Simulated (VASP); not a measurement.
# C18Se in VASP: further runs

The runs below take C18Se through single point, with PBEsol.

All numbers are computed with VASP 6.6.1; they aren't measurements. Logs are shortened: lines on timing, memory, paths and dates and some standing lists are left out, and cuts for length are marked.

### Step 1. Starting point

The cell holds a slab with vacuum, 19 atoms: a = 7.398 Å, b = 7.398 Å, c = 12.000 Å, α = 90.00°, β = 90.00°, γ = 120.00°.

The cell was built by a generator and needn't be a form met in nature.

### Step 2. Single point, PBEsol

The input, INCAR:

```
  PREC = Accurate
  ENCUT = 520
  EDIFF = 1E-7
  ISMEAR = -1
  SIGMA = 0.05
  LREAL = Auto
  LASPH = T
  NELM = 100
  ALGO = Fast
  ISIF = 2
  LWAVE = F
  LCHARG = T
  GGA = PS
  LELF = T
  LVHAR = T
  NBANDS = 54
```

The input, KPOINTS:

```
Automatic mesh
0
Gamma
  2 2 1
```

The input, POSCAR:

```
C18Se
1.0
    7.3980000000      0.0000000000      0.0000000000
   -3.6990000000      6.4068560000      0.0000000000
    0.0000000000      0.0000000000     12.0000000000
C Se
18 1
Direct
    0.0038621875      0.0024597088      0.0778663333
    0.2260868915      0.1136087654      0.0761332500
    0.0038440101      0.3363779364      0.0781505833
    0.2255379657      0.4464111570      0.0795022500
    0.0038483470      0.6691097786      0.0792160000
    0.2253643750      0.7804075821      0.0803613333
    0.3371669550      0.0024096062      0.0779335833
    0.5600169807      0.1147444238      0.0786876667
    0.3372285364      0.3359263889      0.0772861667
    0.5595240378      0.4464252045      0.0794316667
    0.3338852641      0.6674785573      0.0868609167
    0.5600311917      0.7813329970      0.0983210833
    0.6727260389      0.0069157165      0.0841822500
    0.8934282313      0.1147896878      0.0787202500
    0.6711167615      0.3363805898      0.0780704167
    0.8927993016      0.4471060377      0.0796265833
    0.6722180909      0.6674023889      0.0869147500
    0.8937532143      0.7804280290      0.0802551667
    0.5534001998      0.7679261092      0.2724790000
```

Potentials or basis: VASP PAW PBE potentials, release 64 (C, Se).

The run is started by

```
$ cat potpaw_PBE.64/C/POTCAR potpaw_PBE.64/Se/POTCAR > POTCAR
$ mpirun -np 1 vasp_std > vasp.out
```

OUTCAR:

```text
PREC = Accurate
   ENCUT = 520
   EDIFF = 1E-7
   ISMEAR = -1
   LREAL = Auto
   LASPH = T
   NELM = 100
   ISIF = 2
   GGA = PS

 ion  position               nearest neighbor table
   1  0.004  0.002  0.078-  18 1.42   2 1.42  14 1.43
   2  0.226  0.114  0.076-   1 1.42   7 1.42   9 1.42
   3  0.004  0.336  0.078-  14 1.42   4 1.42  16 1.42
   4  0.226  0.446  0.080-  11 1.42   3 1.42   9 1.42
   5  0.004  0.669  0.079-  18 1.42   6 1.42  16 1.42
   6  0.225  0.780  0.080-   5 1.42  11 1.42   7 1.42
   7  0.337  0.002  0.078-   6 1.42   2 1.42   8 1.43
   8  0.560  0.115  0.079-  13 1.41  15 1.42   7 1.43
   9  0.337  0.336  0.077-   4 1.42   2 1.42  10 1.42
  10  0.560  0.446  0.079-  17 1.42  15 1.42   9 1.42
  11  0.334  0.667  0.087-   4 1.42   6 1.42  12 1.46
  12  0.560  0.781  0.098-  17 1.46  13 1.46  11 1.46  19 2.09
  13  0.673  0.007  0.084-   8 1.41  14 1.42  12 1.46
  14  0.893  0.115  0.079-  13 1.42   3 1.42   1 1.43
  15  0.671  0.336  0.078-   8 1.42  10 1.42  16 1.42
  16  0.893  0.447  0.080-  15 1.42   3 1.42   5 1.42
  17  0.672  0.667  0.087-  10 1.42  18 1.42  12 1.46
  18  0.894  0.780  0.080-   5 1.42  17 1.42   1 1.42
  19  0.553  0.768  0.272-  12 2.09

  LATTYP: Found a hexagonal cell.
 ALAT       =     7.3980000000
 C/A-ratio  =     1.6220600162

  Lattice vectors:

 A1 = (   7.3980000000,   0.0000000000,   0.0000000000)
 A2 = (  -3.6990000000,   6.4068560000,   0.0000000000)
 A3 = (   0.0000000000,   0.0000000000,  12.0000000000)

Analysis of symmetry for initial positions (statically):
=====================================================================
 Subroutine PRICEL returns:
 Original cell was already a primitive cell.

 Routine SETGRP: Setting up the symmetry group for a
 hexagonal supercell.

 Subroutine GETGRP returns: Found  1 space group operations
 (whereof  1 operations were pure point group operations)
 out of a pool of 24 trial point group operations.

The static configuration has the point symmetry C_1 .

Analysis of symmetry for dynamics (positions and initial velocities):
=====================================================================
 Subroutine PRICEL returns:
 Original cell was already a primitive cell.

 Routine SETGRP: Setting up the symmetry group for a
 hexagonal supercell.

 Subroutine GETGRP returns: Found  1 space group operations
 (whereof  1 operations were pure point group operations)
 out of a pool of 24 trial point group operations.

The dynamic configuration has the point symmetry C_1 .

 Subroutine INISYM returns: Found  1 space group operations
 (whereof  1 operations are pure point group operations),
 and found     1 'primitive' translations

----------------------------------------------------------------------------------------

                                     Primitive cell

  volume of cell :     568.7750

  direct lattice vectors                    reciprocal lattice vectors
     7.398000000  0.000000000  0.000000000     0.135171668  0.078041398  0.000000000
    -3.699000000  6.406856000  0.000000000     0.000000000  0.156082796  0.000000000
     0.000000000  0.000000000 12.000000000     0.000000000  0.000000000  0.083333333

  length of vectors
     7.398000000  7.398000054 12.000000000     0.156082797  0.156082796  0.083333333

  position of ions in fractional coordinates (direct lattice)
     0.003862187  0.002459709  0.077866333
     0.226086892  0.113608765  0.076133250
     0.003844010  0.336377936  0.078150583
     0.225537966  0.446411157  0.079502250
     0.003848347  0.669109779  0.079216000
     0.225364375  0.780407582  0.080361333
[... 11 lines left out ...]
     0.893753214  0.780428029  0.080255167
     0.553400200  0.767926109  0.272479000

  ion indices of the primitive-cell ions
   primitive index   ion index
                 1           1
                 2           2
                 3           3
                 4           4
                 5           5
                 6           6
[... 11 lines left out ...]
                18          18
                19          19

----------------------------------------------------------------------------------------

 KPOINTS: Automatic mesh

Automatic generation of k-mesh.
 Grid dimensions read from file:
 generate k-points for:    2    2    1

 Generating k-lattice:

  Cartesian coordinates                     Fractional coordinates (reciprocal lattice)
     0.067585834  0.039020699  0.000000000     0.500000000  0.000000000  0.000000000
     0.000000000  0.078041398  0.000000000     0.000000000  0.500000000  0.000000000
     0.000000000  0.000000000  0.083333333     0.000000000  0.000000000  1.000000000

  Length of vectors
     0.078041399  0.078041398  0.083333333

  Shift w.r.t. Gamma in fractional coordinates (k-lattice)
     0.000000000  0.000000000  0.000000000

 Subroutine IBZKPT returns following result:
 ===========================================

 Found      4 irreducible k-points:

[... 36 lines left out ...]
   NUPDOWN=      -1.0000    fix difference up-down
   EMIN   =  10.00;   EMAX   =-10.00  energy-range for DOS
   EFERMI =   0.00;   METHOD = LEGACY
   ISMEAR =    -1;   SIGMA  =   0.05  broadening in eV -4-tet -1-fermi 0-gaus
   EFERMI_NEDOS =   21; number of points for ismear=-14 and -15
   IALGO  =     68    algorithm
   IMIX   =      4    mixing-type and parameters
     AMIX     =   0.40;   BMIX     =  1.00
     AMIX_MAG =   1.60;   BMIX_MAG =  1.00
  volume/ion in A,a.u.               =      29.94       202.01
  Fermi-wavevector in a.u.,A,eV,Ry     =   0.844228  1.595359  9.697146  0.712720
  Thomas-Fermi vector in A             =   1.959222
   LORBIT       =      0    0 simple, 1 ext, 2 COOP (PROOUT), +10 PAW based schemes
   GGA     = PS    functional components
   LHFCALC =     F    Hartree Fock is set to
   AEXX    =    0.0000 exact exchange contribution
   IVDW    =     0    specifies the selected vdW correction
   LEPSILON=     F    determine dielectric tensor
   LRPA    =     F    only Hartree local field effects (RPA)
 non-spin polarized calculation
 RMM-DIIS sequential band-by-band and
  energy-cutoff  :      520.00
  volume of cell :      568.78
 maximum number of plane-waves:     15363
 NGX is ok and might be reduce to    56
   NGX = 27   NGY = 27   NGZ = 45

 number of electron      77.9999999 magnetization

 Free energy of the ion-electron system (eV)
  ---------------------------------------------------
  ext. energy  EPLUGINS =         0.00000000
  ---------------------------------------------------
  free energy    TOTEN  =      -174.55387833 eV

  energy without entropy =     -174.51841098  energy(sigma->0) =     -174.53614466

 E-fermi :  -1.7096     XC(G=0):  -4.1587

 val. band max:       -1.7656904064   @ k =   0.0000   0.0000   0.0000
 cond. band min:      -1.6237010277   @ k =   0.0000   0.0000   0.0000
 fundamental gap:      0.1419893787
 Fermi energy:        -1.7095615616

 k-point     1 :       0.0000    0.0000    0.0000
  band No.  band energies     occupation
      1     -21.4494      2.00000
      2     -19.1869      2.00000
      3     -18.8477      2.00000
      4     -18.8424      2.00000
      5     -18.7438      2.00000
      6     -18.7311      2.00000
[... 43 lines left out ...]
     50       3.1073      0.00000
     51       5.5099      0.00000

 k-point     2 :       0.5000    0.0000    0.0000
  band No.  band energies     occupation
      1     -20.8989      2.00000
      2     -20.6903      2.00000
      3     -19.5324      2.00000
      4     -19.4305      2.00000
      5     -17.1964      2.00000
      6     -16.9888      2.00000
[... 43 lines left out ...]
     50       4.0981      0.00000
     51       4.4436      0.00000

 k-point     3 :       0.0000    0.5000    0.0000
  band No.  band energies     occupation
      1     -20.9035      2.00000
      2     -20.6847      2.00000
      3     -19.5344      2.00000
      4     -19.4281      2.00000
      5     -17.2078      2.00000
      6     -16.9836      2.00000
[... 43 lines left out ...]
     50       4.0883      0.00000
     51       4.4252      0.00000

 k-point     4 :       0.5000    0.5000    0.0000
  band No.  band energies     occupation
      1     -20.8990      2.00000
      2     -20.6902      2.00000
      3     -19.5334      2.00000
      4     -19.4294      2.00000
      5     -17.1966      2.00000
      6     -16.9880      2.00000
[... 43 lines left out ...]
     50       4.1001      0.00000
     51       4.4456      0.00000
 [bands above 51 left out]

------------------------ aborting loop because EDIFF is reached ----------------------------------------

  FORCE on cell =-STRESS in cart. coord.  units (eV):
  Direction    XX          YY          ZZ          XY          YZ          ZX
  --------------------------------------------------------------------------------------
  -------------------------------------------------------------------------------------
  Total       -0.8591306     -0.6766517     -0.0958748      0.0452804      0.0163417      0.0023702
  in kB       -2.4200774     -1.9060540     -0.2700688      0.1275498      0.0460329      0.0066766
  external PRESSURE =      -1.5320667 kB  Pullay stress =       0.0000000 kB

 VOLUME and BASIS-vectors are now :
 -----------------------------------------------------------------------------
  energy-cutoff  :      520.00
  volume of cell :      568.78
      direct lattice vectors                 reciprocal lattice vectors
     7.398000000  0.000000000  0.000000000     0.135171668  0.078041398  0.000000000
    -3.699000000  6.406856000  0.000000000     0.000000000  0.156082796  0.000000000
     0.000000000  0.000000000 12.000000000     0.000000000  0.000000000  0.083333333

 POSITION                                       TOTAL-FORCE (eV/Angst)
 -----------------------------------------------------------------------------------
      0.01947      0.01576      0.93440        -0.009549     -0.001439      0.003693
      1.25235      0.72788      0.91360         0.012711     -0.009225     -0.000492
     -1.21582      2.15513      0.93781         0.002208      0.005166     -0.002751
      0.01726      2.86009      0.95403        -0.012563     -0.013877     -0.004085
     -2.44657      4.28689      0.95059         0.001638     -0.013787      0.002793
     -1.21948      4.99996      0.96434        -0.000718      0.011380     -0.008966
[... 11 lines left out ...]
      3.72518      5.00009      0.96306        -0.006778     -0.001605      0.005213
      1.25350      4.91999      3.26975        -0.001523      0.006938      0.007497
 -----------------------------------------------------------------------------------
    total drift:                                0.003277      0.011394      0.024652

  FREE ENERGIE OF THE ION-ELECTRON SYSTEM (eV)
  ---------------------------------------------------
  free  energy   TOTEN  =      -174.5538783299 eV

  energy  without entropy=     -174.5184109806  energy(sigma->0) =     -174.53614466
```

Wall time 6.2 min (1 thread of AMD EPYC 7R13 (Zen 3), shared host); peak memory 0.56 GiB.

What came out:

* Free energy: -174.5539 eV
* Largest force: 0.029 eV/Å
* Band gap on the k mesh: 0.14 eV, direct

Forces in eV/Å, atoms in the order of the input:
```
C   -0.010 -0.001  0.004
C    0.013 -0.009  0.000
C    0.002  0.005 -0.003
C   -0.013 -0.014 -0.004
C    0.002 -0.014  0.003
C   -0.001  0.011 -0.009
C    0.012  0.009 -0.005
C   -0.016 -0.007 -0.002
C    0.011  0.020 -0.007
C    0.000 -0.025  0.000
C    0.017  0.008  0.014
C   -0.015  0.001 -0.006
C    0.015 -0.024  0.005
C   -0.008 -0.002 -0.003
C   -0.012  0.002 -0.004
C    0.019  0.010  0.006
C   -0.008  0.025  0.000
C   -0.007 -0.002  0.005
Se  -0.002  0.007  0.007
```

Levels at points of the mesh, in eV from the valence-band top:
| k point | band 35 | band 36 | band 37 | band 38 | band 39 | band 40 | band 41 | band 42 | band 43 | band 44 |
| --- | --- | --- | --- | --- | --- | --- | --- | --- | --- | --- |
| (0.00, 0.00, 0.00) | -3.15 | -1.29 | -0.95 | -0.87 | 0.00 | 0.14 | 0.22 | 1.65 | 3.59 | 4.33 |
| (0.50, 0.00, 0.00) | -2.88 | -2.70 | -2.49 | -0.62 | -0.59 | 0.24 | 1.90 | 2.40 | 2.48 | 2.54 |
| (0.00, 0.50, 0.00) | -2.93 | -2.70 | -2.48 | -0.66 | -0.57 | 0.29 | 1.87 | 2.41 | 2.48 | 2.52 |
| (0.50, 0.50, 0.00) | -2.88 | -2.70 | -2.49 | -0.62 | -0.59 | 0.24 | 1.90 | 2.40 | 2.48 | 2.54 |

Caveat: the k mesh is coarse (spacing up to 0.49 Å⁻¹), so the values aren't converged; the PAW data sets were made with another functional, which shifts forces and pressure a little. A hybrid or GW would open this gap; PBEsol tends to underestimate it.

### Step 3. Single point, PBEsol

The input, INCAR:

```
SYSTEM = C18Se
ALGO = Fast ; EDIFF = 1E-7
ENCUT = 520 ; GGA = PS
ISIF = 2 ; ISMEAR = -1
LASPH = .TRUE. ; LCHARG = .FALSE.
LREAL = Auto ; LWAVE = .FALSE.
NBANDS = 54 ; NELM = 100
PREC = Accurate ; SIGMA = 0.05
```

The input, KPOINTS:

```
k-points
0
G
  2 2 1
  0 0 0
```

The input, POSCAR:

```
C18Se
1.0
    7.3980000000      0.0000000000      0.0000000000
   -3.6990000000      6.4068560000      0.0000000000
    0.0000000000      0.0000000000     12.0000000000
C Se
18 1
Direct
    0.0056235610      0.0023147079      0.0776558333
    0.2282987631      0.1140454850      0.0757245000
    0.0049346025      0.3376183264      0.0760950833
    0.2271626067      0.4486239429      0.0770674167
    0.0056706451      0.6704221228      0.0797297500
    0.2260089973      0.7805032609      0.0786307500
    0.3389474405      0.0034609799      0.0781132500
    0.5619258024      0.1164171631      0.0780501667
    0.3399804478      0.3366662213      0.0772266667
    0.5590479816      0.4457020729      0.0830647500
    0.3339977249      0.6670376234      0.0821469167
    0.5590502674      0.7835276772      0.0991733333
    0.6753936151      0.0084749837      0.0817575833
    0.8937632164      0.1152774465      0.0770550000
    0.6720598211      0.3368109101      0.0791490833
    0.8944968345      0.4479360860      0.0794892500
    0.6728401699      0.6693226756      0.0974344167
    0.8965942122      0.7832706089      0.0836710833
    0.5855976190      0.7502082145      0.2687646667
```

Potentials or basis: VASP PAW PBE potentials, release 64 (C, Se).

The run is started by

```
$ cat potpaw_PBE.64/C/POTCAR potpaw_PBE.64/Se/POTCAR > POTCAR
$ mpirun -np 1 vasp_std > vasp.out
```

Run time: 6.3 min. Hardware: 1 thread of AMD EPYC 7R13 (Zen 3), shared host; peak memory 0.58 GiB.

Results (log left out):

| Item | Value |
| --- | --- |
| Free energy | -174.6549 eV |
| Largest force | 0.460 eV/Å |
| Band gap on the k mesh | 0.22 eV, direct |

Forces in eV/Å, atoms in the order of the input:
```
C   -0.019  0.008 -0.005
C   -0.016  0.002 -0.008
C   -0.026  0.007 -0.040
C   -0.031  0.007 -0.045
C   -0.029 -0.001  0.006
C   -0.020  0.004 -0.041
C   -0.013  0.017  0.008
C   -0.016  0.007 -0.012
C   -0.003  0.007 -0.010
C   -0.032  0.005  0.066
C   -0.011  0.011 -0.080
C   -0.067  0.023 -0.004
C   -0.007 -0.005 -0.035
C   -0.028  0.000 -0.035
C   -0.030  0.005  0.018
C   -0.016  0.015  0.000
C   -0.038  0.028  0.191
C   -0.025  0.028  0.058
Se   0.427 -0.167 -0.032
```

Levels at points of the mesh, in eV from the valence-band top:
| k point | band 35 | band 36 | band 37 | band 38 | band 39 | band 40 | band 41 | band 42 | band 43 | band 44 |
| --- | --- | --- | --- | --- | --- | --- | --- | --- | --- | --- |
| (0.00, 0.00, 0.00) | -3.02 | -1.45 | -0.98 | -0.78 | 0.00 | 0.22 | 0.59 | 1.91 | 3.65 | 4.22 |
| (0.50, 0.00, 0.00) | -2.74 | -2.59 | -2.36 | -0.73 | -0.69 | 0.71 | 1.93 | 2.52 | 2.55 | 2.58 |
| (0.00, 0.50, 0.00) | -2.74 | -2.59 | -2.36 | -0.74 | -0.67 | 0.71 | 1.93 | 2.51 | 2.56 | 2.58 |
| (0.50, 0.50, 0.00) | -2.69 | -2.61 | -2.40 | -0.71 | -0.47 | 0.36 | 2.13 | 2.43 | 2.60 | 2.73 |

Caveat: the k mesh is coarse (spacing up to 0.49 Å⁻¹), so the values aren't converged; the PAW data sets were made with another functional, which shifts forces and pressure a little. A hybrid or GW would open this gap; PBEsol tends to underestimate it.

### Step 4. Single point, PBEsol

The input, INCAR:

```
PREC = Accurate
ENCUT = 520
EDIFF = 1E-7
ISMEAR = -1
SIGMA = 0.05
LREAL = Auto
LASPH = T
NELM = 100
ALGO = Fast
ISIF = 2
LWAVE = F
LCHARG = T
GGA = PS
LELF = T
LVHAR = T
NBANDS = 54
```

The input, KPOINTS:

```
Automatic mesh
0
Gamma
  2 2 1
```

The input, POSCAR:

```
C18Se
1.0
    7.3980000000      0.0000000000      0.0000000000
   -3.6990000000      6.4068560000      0.0000000000
    0.0000000000      0.0000000000     12.0000000000
C Se
18 1
Direct
    0.0069200224      0.0037024400      0.0768807500
    0.2296497969      0.1153055414      0.0748538333
    0.0057881873      0.3391686968      0.0747628333
    0.2285204124      0.4507488540      0.0769205000
    0.0076558419      0.6723703483      0.0782826667
    0.2278023737      0.7821102894      0.0784038333
    0.3399514232      0.0050358553      0.0782504167
    0.5628700512      0.1171810323      0.0783794167
    0.3412596587      0.3380527048      0.0769244167
    0.5591930351      0.4454036426      0.0830071667
    0.3358766946      0.6687106749      0.0831347500
    0.5603160757      0.7846616187      0.1024863333
    0.6762466104      0.0090782437      0.0830785000
    0.8941799980      0.1164313666      0.0768820833
    0.6726141809      0.3373308219      0.0782803333
    0.8955158911      0.4494605466      0.0780559167
    0.6751341401      0.6698368123      0.1023943333
    0.8995434006      0.7857507645      0.0829756667
    0.6179116273      0.7273004107      0.2660455000
```

The run is started by

```
$ cat potpaw_PBE.64/C/POTCAR potpaw_PBE.64/Se/POTCAR > POTCAR
$ mpirun -np 1 vasp_std > vasp.out
```

It took 5.9 min on 1 thread of AMD EPYC 7R13 (Zen 3), shared host; peak memory 0.58 GiB.

It converged, with:

* Free energy: -174.7745 eV
* Largest force: 0.080 eV/Å
* Band gap on the k mesh: 0.27 eV, direct

Forces on the atoms (eV/Å):
```
C    0.000  0.000 -0.007
C    0.002  0.003 -0.008
C    0.007 -0.010  0.000
C   -0.009  0.009 -0.005
C   -0.022  0.002 -0.005
C    0.011  0.000 -0.005
C   -0.003  0.006  0.000
C    0.010 -0.015 -0.004
C    0.004 -0.017 -0.013
C    0.014  0.002  0.009
C   -0.010  0.001 -0.001
C   -0.021  0.017 -0.017
C   -0.006  0.015  0.001
C   -0.003 -0.002 -0.014
C   -0.012  0.007 -0.008
C    0.003  0.004  0.010
C    0.021 -0.015 -0.018
C    0.016 -0.001  0.004
Se  -0.001 -0.005  0.080
```

Levels at points of the mesh, in eV from the valence-band top:
```csv
k point,band 35,band 36,band 37,band 38,band 39,band 40,band 41,band 42,band 43,band 44
"(0.00, 0.00, 0.00)",-2.97,-1.76,-0.95,-0.86,0.00,0.27,0.83,2.21,3.64,4.06
"(0.50, 0.00, 0.00)",-2.66,-2.53,-2.29,-0.87,-0.84,1.07,1.93,2.55,2.58,2.63
"(0.00, 0.50, 0.00)",-2.66,-2.53,-2.30,-0.87,-0.84,1.07,1.93,2.55,2.58,2.63
"(0.50, 0.50, 0.00)",-2.59,-2.57,-2.36,-0.85,-0.50,0.52,2.20,2.47,2.65,2.81
```

Caveat: the k mesh is coarse (spacing up to 0.49 Å⁻¹), so the values aren't converged; the PAW data sets were made with another functional, which shifts forces and pressure a little.
